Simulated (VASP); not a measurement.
OSZICAR of a VASP run on KMgF3 (cubic perovskite):

### OSZICAR
```
       N       E                     dE             d eps       ncg     rms          rms(c)
DAV:   1     0.251664456597E+03    0.25166E+03   -0.17636E+04   800   0.156E+03
DAV:   2    -0.796613413836E+01   -0.25963E+03   -0.24857E+03  1076   0.383E+02
DAV:   3    -0.186626013620E+02   -0.10696E+02   -0.10670E+02   956   0.774E+01
DAV:   4    -0.190312495877E+02   -0.36865E+00   -0.36811E+00  1404   0.116E+01
DAV:   5    -0.190322134389E+02   -0.96385E-03   -0.96380E-03   924   0.635E-01    0.888E+00
DAV:   6    -0.168319852889E+02    0.22002E+01   -0.96915E+00   888   0.222E+01    0.381E+00
DAV:   7    -0.168072212324E+02    0.24764E-01   -0.22955E-01  1056   0.336E+00    0.239E+00
DAV:   8    -0.167920915713E+02    0.15130E-01   -0.72705E-02   952   0.292E+00    0.275E-01
DAV:   9    -0.167918790023E+02    0.21257E-03   -0.12978E-02  1100   0.788E-01    0.122E-01
DAV:  10    -0.167920501999E+02   -0.17120E-03   -0.82617E-04  1012   0.228E-01    0.623E-02
DAV:  11    -0.167920885461E+02   -0.38346E-04   -0.19781E-04   960   0.113E-01    0.239E-02
DAV:  12    -0.167920761374E+02    0.12409E-04   -0.67503E-05   948   0.567E-02    0.177E-03
DAV:  13    -0.167920762474E+02   -0.10995E-06   -0.10403E-06   980   0.832E-03    0.127E-03
DAV:  14    -0.167920760876E+02    0.15982E-06   -0.17899E-07   636   0.322E-03    0.391E-04
DAV:  15    -0.167920761181E+02   -0.30578E-07   -0.20373E-08   624   0.135E-03
   1 F= -.16792076E+02 E0= -.16792076E+02  d E =-.142405E-17
```

Which electronic solver shows in the log?

It is blocked Davidson (ALGO = Normal, or the opening steps of other solvers). The INCAR had ALGO = Normal.

Can the final energy be trusted as converged?

The calculation finished and met its thresholds. It stopped with EDIFF = 1E-7, NELM = 100 (rev-vdW-DF2, plane waves, VASP's PBE PAW potentials (set 64)).

The compound is KMgF3 in the cubic perovskite structure. This cell is one point of a volume scan, at 1.06 of the reference volume.
